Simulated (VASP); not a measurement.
```
CELL_PARAMETERS angstrom
      0.00000     2.71782     2.71782
      2.74500     0.00000     2.71782
      2.74500     2.71782     0.00000
ATOMIC_POSITIONS crystal
  Si 0.00000 0.00000 0.00000
  Si 0.25000 0.25000 0.25000
```

Level of theory: PBEsol GGA, VASP's PBE PAW potentials (set 64) (plane waves; VASP 6.6.1). Numerical set-up: 480 eV cut-off, 8×8×8 Γ-centred mesh, Gaussian smearing of 0.050 eV, potentials Si.

Q: Give the stress tensor in GPa (positive for a compressed cell).

A: 
```
-1.54   0.00   0.00
 0.00  -0.59   0.00
 0.00   0.00  -0.59
```
The pressure is its mean diagonal, -0.91 GPa.

The compound is Si in the diamond structure. This cell was strained or had an atom moved on purpose.
